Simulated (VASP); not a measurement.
A convergence study with VASP on Au (fcc): a few settings are varied, all else stays as given below, so the limit is that of these other settings. The cell's lengths are 1 % over those of the tabulated start, so it is off equilibrium.

```
Au
1.0
    0.00000     2.06040     2.06040
    2.06040     0.00000     2.06040
    2.06040     2.06040     0.00000
Au
1
Direct
  0.00000   0.00000   0.00000
```

These are PBEsol GGA, VASP's PBE PAW potentials (set 64) (plane waves; VASP 6.6.1) values and carry that method's errors. The last row used: 900 eV cut-off, 13×13×13 Γ-centred mesh, first-order Methfessel-Paxton smearing of 0.10 eV, potentials Au.

Unless said otherwise, spin-orbit coupling is left out, though it shifts the bands of the heavy elements here. Energies of different potentials or hybrids have different zeros.

```csv
setting,E (eV/atom),pressure (GPa),plane waves
ENCUT = 300,-3.9262,-5.69,214
ENCUT = 400,-3.9184,…,331
ENCUT = 520,-3.9184,…,495
ENCUT = 700,-3.9182,-4.95,751
ENCUT = 900,-3.9182,-4.95,1086
```

### Question
What belongs in the gaps?

### Answer

- ENCUT = 400, pressure (GPa): -5.01
- ENCUT = 520, pressure (GPa): -5.05

Left out are rungs that failed or repeat a setting and relaxations that didn't move; long series are thinned to 24 rows.

The compound is Au in the fcc structure. The cell was not relaxed at this level.
